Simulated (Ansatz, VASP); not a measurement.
# ZrWS3 in VASP and in Ansatz

```xyz
5
Lattice="4.6487 0.0000 0.0000 0.0000 4.6487 0.0000 0.0000 0.0000 4.6487" Properties=species:S:1:pos:R:3 pbc="T T T"
Zr    0.0000    0.0000    0.0000
W     2.3243    2.3243    2.3243
S     0.0000    2.3243    2.3243
S     2.3243    2.3243    0.0000
S     2.3243    0.0000    2.3243
```

Change from the starting cell: species swapped into the YbRh3C type (Pm-3m, No. 221).

Alike in both runs: functional PBE; k mesh 4 × 4 × 4; occupations gaussian, width 0.1 eV; collinear spin.

Ansatz relaxed the structure, and its values are those at the end. VASP's run is a single point on that final structure, the one shown.

|  | VASP | Ansatz |
| --- | --- | --- |
| version | VASP 6.6.1 | Ansatz 0.2.0 |
| potentials or method | VASP PAW PBE potentials, release 64 (Zr_sv, W_sv, S) | scalar-relativistic, plane waves, PAW |
| plane-wave cutoff (eV) | 520 | 420 |
| valence electrons in the cell | 44 | 44 |

|  | VASP | Ansatz | Ansatz less VASP |
| --- | --- | --- | --- |
| gap on the k mesh at the Fermi level (eV) | none | none | - |
| pressure (GPa) | 0.0 | 0.0 | -0.01 |
| net moment per atom (μB) | 0.19 | 0.19 | +0.001 |
| size of the moment on the site where the two differ most (μB) | 0.79 | 0.86 | +0.070 |

Site moments also hang on the region over which each program counts them. A gap of «none» marks a metal or a gap that the smearing closes. Ansatz warned: «no_starting_moments».

Spin-orbit coupling is left out, which matters for the levels of W.
